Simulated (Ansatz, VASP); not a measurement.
# Cross-check of HfB2 between VASP and Ansatz

Wanted: the spread between two codes on one cell, functional and k mesh. The structure shown comes from an earlier run, which isn't shown and may have moved the atoms alone.

Calculated with Ansatz 0.2.0; plane waves, with VASP 6.6.1 beside it; LDA.

### 1. Set-up

The structure is hexagonal, space group P6/mmm (No. 191). Conventional cell: a = 3.140 Å, b = 3.140 Å, c = 3.480 Å, α = 90.00°, β = 90.00°, γ = 120.00°. Nearest to Hf lie 12 B at 2.51 Å. Nearest to B lie 3 B at 1.81 Å and 6 Hf at 2.51 Å. Farther neighbours are not listed.

### 2. Ansatz: elastic constants, LDA

Ansatz runs on its default PAW (the set named soft_2) files.

Elastic constants are differences of stresses under small strains, so they test the stress and the mesh.

Contents of input.yaml:

```yaml
crystal:
  lattice:
    - [3.14, 0.0, 0.0]
    - [-1.57, 2.7193197679, 0.0]
    - [0.0, 0.0, 3.48]
  atoms:
    - { symbol: Hf, position: [0.0, 0.0, 0.0] }
    - { symbol: B, position: [0.3333333333, 0.6666666667, 0.5] }
    - { symbol: B, position: [0.6666666667, 0.3333333333, 0.5] }
kpoints:
  mp_grid: { grid: [15, 15, 10] }
hamiltonian:
  xc: lda
scf:
  occupations: { method: gaussian, width: 0.1 }
output:
  forces: true
  stress: true
  eigenvalues: true
elastic:
  mode: relaxed_ion
  stencil: two_point
```

The run is started by

```
> ansatz run input.yaml --threads 4 --pin off --max-ram 8192MiB --backend cpu --events-out ev --progress --plain --runs-dir out
```

Numbers of over 12 decimals in the logs are rounded to 6 here.

The program printed:

```text
Engine: ansatz 0.2.0, aarch64-unknown-linux-gnu
Pseudopotentials: kind: paw
Pseudopotential: Hf, paw, valence charge 26, recommended cutoff 420 eV (normal), Hf.paw.azcp
Pseudopotential: B, paw, valence charge 3, recommended cutoff 420 eV (normal), B.paw.azcp
Functional definition: SPW92
  exchange = slater_x
  correlation = pw_c
Crystal: 3 atoms, lattice volume = 29.715 Å³
Basis set: ecut = 420 eV, 563 PW (Γ)
Bands: 20, of which v1, the nominal top of the filled ones, is band 16 counted from 1 (15 counted from 0)
Symmetry: 24 space group operations
Space group: P6/mmm (ITA 191), of the structure as read, at distance tolerance 3.1e-5 Å
k-points: 162 of 2250
Non-local potential: Hf, projectors of the file, l = 0: 3, l = 1: 2, l = 2: 2, l = 3: 3
Non-local potential: B, projectors of the file, l = 0: 2, l = 1: 2, l = 2: 1
PAW form: soft (Blöchl's): semilocal exchange-correlation on the pseudo side does not see the compensation charge
PAW frozen core: Hf, regenerated for the run's functional, and the local potential with it (the file was generated under x = pbe(κ = 0.804, μ = 0.219515), c = pbe(β = 0.066725))
PAW frozen core: B, regenerated for the run's functional, and the local potential with it (the file was generated under x = pbe(κ = 0.804, μ = 0.219515), c = pbe(β = 0.066725))
PAW one-centre angular grid: Hf, 590 points (default); XC on 64 Gauss nodes
PAW one-centre angular grid: B, 110 points (default); XC on 64 Gauss nodes
Initial density: superposition of atomic densities (neutral atoms: chi_scale 0, normalization atom), corrected by the library's trained network
Initial wavefunctions: pseudopotential atomic-orbital guess
Functional: x = slater, c = lda
SCF iter   1: F=—  HF=-15779.664836 eV  |F-HF|=—  |Δ(HF+E_count)|=         —  Δρ=6.11e-3  dr2=1.51e-2  ethr=1.77e-3  ⟨swp⟩=3.9  Hψ=12546  notcnv=0
preconditioner: auto → none  [insulator: Δε(μ)=0.118 eV  Ē_g=17.447 eV  σ=0.100 eV  W_gap=0.59  n_scr=8 (ndim 8)  ℏωp=37.3 eV  f_vac=0.000  D(μ)=0.13/eV (n_scr^D=0)  ε∞_Penn≈5.6]
SCF iter   2: F=—  HF=-15779.661151 eV  |F-HF|=—  |Δ(HF+E_count)|=   3.68e-3  Δρ=3.11e-3  dr2=2.66e-3  ethr=4.72e-5  ⟨swp⟩=2.2  Hψ=5643  notcnv=0
SCF iter   3: F=—  HF=-15779.660285 eV  |F-HF|=—  |Δ(HF+E_count)|=   8.66e-4  Δρ=1.53e-3  dr2=2.66e-4  ethr=8.30e-6  ⟨swp⟩=2.0  Hψ=5174  notcnv=0
SCF iter   4: F=—  HF=-15779.660209 eV  |F-HF|=—  |Δ(HF+E_count)|=   7.58e-5  Δρ=4.00e-4  dr2=1.96e-5  ethr=8.31e-7  ⟨swp⟩=2.0  Hψ=4583  notcnv=0
SCF iter   5: F=—  HF=-15779.660192 eV  |F-HF|=—  |Δ(HF+E_count)|=   1.67e-5  Δρ=5.73e-5  dr2=2.95e-7  ethr=6.11e-8  ⟨swp⟩=2.1  Hψ=5624  notcnv=0
SCF iter   6: F=—  HF=-15779.660193 eV  |F-HF|=—  |Δ(HF+E_count)|=   5.23e-7  Δρ=1.77e-5  dr2=5.43e-8  ethr=9.21e-10  ⟨swp⟩=2.1  Hψ=5529  notcnv=0
SCF iter   7: F=—  HF=-15779.660193 eV  |F-HF|=—  |Δ(HF+E_count)|=   2.26e-8  Δρ=3.27e-6  dr2=1.67e-9  ethr=1.70e-10  ⟨swp⟩=2.0  Hψ=5600  notcnv=0
SCF iter   8: F=—  HF=-15779.660193 eV  |F-HF|=—  |Δ(HF+E_count)|=  5.84e-10  Δρ=2.78e-7  dr2=1.57e-11  ethr=5.23e-12  ⟨swp⟩=2.0  Hψ=5818  notcnv=0
SCF iter   9: F=-15779.660193 eV  HF=-15779.660193 eV  |F-HF|=1.82e-12  |Δ(HF+E_count)|=  5.46e-12  Δρ=3.23e-8  dr2=8.61e-14  ethr=1.00e-12  ⟨swp⟩=3.9  Hψ=14806  notcnv=0
SCF 1 converged in 9 iterations: F = -15779.660193 eV  dr2 = 8.61e-14
  greatest PAW one-centre occupation: 0.998 electrons in one spin orbital (limit 2), on the Hf atom at site 0 (counted from 0), in its partial waves of l = 3
Crystal: 3 atoms, lattice volume = 29.655 Å³
Symmetry: 8 space group operations
k-points: 384 of 2250
Initial density: handed on by an earlier stage of this run
Initial wavefunctions: pseudopotential atomic-orbital guess (no wavefunctions were taken with the density)
iter 1 solved again at ethr=3.03e-5 eV; its pass at ethr=3.10e-3 eV (dr2=9.69e-3 eV) is discarded
[...]
preconditioner: auto → none  [metal: Δε(μ)=0.048 eV  Ē_g=17.334 eV  σ=0.100 eV  W_gap=0.26  n_scr=8 (ndim 8)  ℏωp=37.3 eV  f_vac=0.000  D(μ)=0.13/eV (n_scr^D=0)]
[...]
Symmetry: 4 space group operations
k-points: 608 of 2250
[...]
preconditioner: auto → none  [metal: Δε(μ)=0.067 eV  Ē_g=17.417 eV  σ=0.100 eV  W_gap=0.36  n_scr=8 (ndim 8)  ℏωp=37.3 eV  f_vac=0.000  D(μ)=0.14/eV (n_scr^D=0)]
[...]
SCF 12 converged in 9 iterations: F = -15779.660100 eV  dr2 = 6.57e-15
relax step   1: F+E_penalty+E_count = -15779.66010032 eV  Δ(F+E_penalty+E_count) = +0.000e0 eV  max|allowed force component| = 2.262e-5 eV/Å  Δτ_max = 0.0000 Å  (9 SCF iters, accepted)
[...]
SCF 13 converged in 2 iterations: F = -15779.660100 eV  dr2 = 1.63e-15
[...]
SCF iter   3: F=—  HF=-15779.660103 eV  |F-HF|=—  |Δ(HF+E_count)|=   1.25e-4  Δρ=6.47e-5  dr2=5.73e-7  ethr=8.16e-7  ⟨swp⟩=2.1  Hψ=21817  notcnv=0
SCF iter   4: F=—  HF=-15779.660100 eV  |F-HF|=—  |Δ(HF+E_count)|=   3.15e-6  Δρ=9.57e-6  dr2=2.86e-8  ethr=1.79e-9  ⟨swp⟩=2.0  Hψ=21910  notcnv=0
SCF iter   5: F=—  HF=-15779.660100 eV  |F-HF|=—  |Δ(HF+E_count)|=   2.39e-8  Δρ=7.78e-6  dr2=4.06e-8  ethr=8.93e-11  ⟨swp⟩=2.3  Hψ=21033  notcnv=0
SCF iter   6: F=—  HF=-15779.660100 eV  |F-HF|=—  |Δ(HF+E_count)|=   1.23e-8  Δρ=9.21e-7  dr2=2.17e-10  ethr=8.93e-11  ⟨swp⟩=2.0  Hψ=16102  notcnv=0
SCF iter   7: F=—  HF=-15779.660100 eV  |F-HF|=—  |Δ(HF+E_count)|=  1.82e-10  Δρ=3.69e-7  dr2=1.10e-11  ethr=6.79e-13 (applied; sched 1.00e-12)  ⟨swp⟩=2.0  Hψ=21891  notcnv=0
SCF iter   8: F=—  HF=-15779.660100 eV  |F-HF|=—  |Δ(HF+E_count)|=  1.09e-11  Δρ=1.07e-7  dr2=7.53e-13  ethr=3.44e-14 (applied; sched 1.00e-12)  ⟨swp⟩=2.0  Hψ=19748  notcnv=0
SCF iter   9: F=-15779.660100 eV  HF=-15779.660100 eV  |F-HF|=0.00e0  |Δ(HF+E_count)|=    0.00e0  Δρ=8.03e-9  dr2=5.01e-15  ethr=1.00e-12  ⟨swp⟩=4.3  Hψ=44289  notcnv=0
SCF 14 converged in 9 iterations: F = -15779.660100 eV  dr2 = 5.01e-15
relax step   1: F+E_penalty+E_count = -15779.66010032 eV  Δ(F+E_penalty+E_count) = +0.000e0 eV  max|allowed force component| = 2.262e-5 eV/Å  Δτ_max = 0.0000 Å  (9 SCF iters, accepted)
iter 1 solved again at ethr=1.00e-12 eV; its pass at ethr=3.10e-3 eV (dr2=8.16e-15 eV) is discarded
SCF iter   1: F=—  HF=-15779.660100 eV  |F-HF|=—  |Δ(HF+E_count)|=         —  Δρ=8.04e-9  dr2=5.01e-15  ethr=1.00e-12  ⟨swp⟩=1.7  Hψ=59564  notcnv=0
SCF iter   2: F=-15779.660100 eV  HF=-15779.660100 eV  |F-HF|=0.00e0  |Δ(HF+E_count)|=    0.00e0  Δρ=4.09e-9  dr2=1.26e-15  ethr=1.00e-12  ⟨swp⟩=4.4  Hψ=43176  notcnv=0
SCF 15 converged in 2 iterations: F = -15779.660100 eV  dr2 = 1.26e-15
SCF converged after 9 iterations
Free energy (F): -15779.660193 eV
Harris-Foulkes:  -15779.660193 eV  (|F-HF|=1.82e-12)
Internal energy: -15779.659513 eV  (E = F + TS)
E sigma→0 (E₀):  -15779.659853 eV
Entropy (-TS):   -0.000680 eV (-0.227 meV/atom)
Fermi energy:    20.173869 eV
--- Per-component energies (eV) ---
  E_band       = 118.597882
  E_kinetic    = 526.589175
  E_local      = -5293.968914  (includes V_loc(G=0)·N_el)
  E_nonlocal   = -1209.268723
  E_hartree    = 2517.166111
  E_xc         = -364.254685
  E_vxc        = -346.400083  (∫ρ·V_xc dr)
  E_paw        = -6831.468810  (= ΣΔE_a)
  E_vpaw       = 1407.314202  (= ΣTr[D̂ρ^β])
  E_aug_tail   = -0.000009  (compensation charges beyond the density's cutoff)
  E_ewald      = -5127.002568
  E_core_change = 2.548911  (= ΣΔE_core)
  E_smearing   = -0.000680  (= −TS)
  E_closure    = -0.000000  (closes the sum)
  Σ components = -15779.660193   (vs F -15779.660193, Δ=0.00e0)
--- Forces (eV/Å), atoms counted from 1 ---
  atom   1  Hf     0.00000000    -0.00000000     0.00000000
  atom   2  B     -0.00000000    -0.00000000     0.00000000
  atom   3  B     -0.00000000     0.00000000     0.00000000
  max |Σ_I F_I| component: 3.70e-17 eV/Å
--- Stress (GPa, compression-positive) ---
       -9.909331       0.000000       0.000000
        0.000000      -9.909331       0.000000
        0.000000       0.000000     -10.766976
  P = ⅓ Tr σ = -10.1952 GPa (-101.952 kbar)
--- Band table (eV; the first three rows and the last of 162) ---
  k-point 0: bands = [... 12 lower, 17.1682, 17.2877, 17.2877, 17.5199, 24.0952, 24.0952, 24.7493, 24.7493]
  k-point 1: bands = [... 12 lower, 16.0711, 17.3906, 17.3906, 18.5579, 23.1114, 23.1114, 24.4171, 24.4171]
  k-point 2: bands = [... 12 lower, 14.7738, 17.6925, 17.6925, 19.7255, 21.9899, 21.9899, 23.5828, 23.5828]
  k-point 161: bands = [... 12 lower, 11.2161, 14.7528, 17.0757, 17.0757, 24.5374, 25.5408, 27.0674, 27.0674]
--- Elastic constants: 3 strain directions × 2 members + reference (group order 24) ---
  dense FFT box of the reference and of every strained cell: 24×24×24
  strains applied: 11, 33, 23; error gains: componentwise 1.00 (the most a stress slope's error grows in a printed constant), spectral 1.41 (1 for all six strains in a standard setting)
  C = ∂σ_k/∂η_j (tension-positive GPa; Voigt order 11 22 33 23 13 12):
       581.995     50.462    104.507      0.000      0.000      0.000
        50.462    581.995    104.507      0.000      0.000     -0.000
       103.669    103.669    430.802      0.000      0.000     -0.000
         0.000      0.000      0.000    258.068     -0.000      0.000
         0.000      0.000      0.000     -0.000    258.068      0.000
         0.000     -0.000      0.000      0.000      0.000    265.766
  reference stress σ⁰ (GPa):      9.909      9.909     10.767     -0.000     -0.000     -0.000
  C* (energy form; C + prestress term) asymmetry max|C*_kj − C*_jk| = 2.045e-2 GPa — a small one proves nothing (zero by symmetry where the batch's group is 432, −43m or m−3m); a large one is finite-difference/SCF noise where every solve meets its electron count
  moduli (Voigt/Reuss/Hill, GPa): K = 234.67/232.71/233.69   G = 245.46/239.35/242.41   E = 540.38   ν = 0.115
  mechanically stable: yes (min eigenvalue of sym C = 258.07 GPa)
  the stresses are not corrected for the forces that the relaxations left standing (`elastic.f_tol`)
  strain η (Voigt 11):  stress-route row diagonal C_11 = 581.99 GPa, energy-path curvature d²(F+E_count+ΔE)/dδ²/Ω₀ = 582.04 GPa
         δ    σ_11 (GPa)             F (eV)   n_scf  n_hpsi   n_pw
    -2.000e-3       8.7379      -15779.6636536       2   73671    600   relax 3 steps, max|allowed force component| 3.67e-7 eV/Å
     2.000e-3      11.0659      -15779.6563017       2   73722    600   relax 3 steps, max|allowed force component| 5.65e-7 eV/Å
  strain η (Voigt 33):  stress-route row diagonal C_33 = 430.80 GPa, energy-path curvature d²(F+E_count+ΔE)/dδ²/Ω₀ = 431.25 GPa
         δ    σ_33 (GPa)             F (eV)   n_scf  n_hpsi   n_pw
    -2.000e-3       9.9007      -15779.6640225       8   64582    600   relax 0 steps, max|allowed force component| 1.67e-16 eV/Å
     2.000e-3      11.6239      -15779.6560361       6   55589    600   relax 0 steps, max|allowed force component| 2.28e-16 eV/Å
  strain η (Voigt 23):  stress-route row diagonal C_44 = 258.07 GPa, energy-path curvature d²(F+E_count+ΔE)/dδ²/Ω₀ = 253.05 GPa
         δ    σ_23 (GPa)             F (eV)   n_scf  n_hpsi   n_pw
    -2.000e-3      -0.5161      -15779.6601003       2  114666    600   relax 1 steps, max|allowed force component| 2.26e-5 eV/Å
     2.000e-3       0.5161      -15779.6601003       2  114430    600   relax 1 steps, max|allowed force component| 2.26e-5 eV/Å
```

[end of part 1 of 2]

[Lines on the potential files, build, host, timing and source positions are cut from VASP's logs without a mark.]

[Logs are printed without paths, hosts, clocks, repeated set-up lines and the standing remarks that a program may print on its own settings, such as how far it seeks lower states.]

[Hosts, paths, dates, database ids (printed as entryN), source tags and the programs' standing remarks are cut or masked in the printed files.]
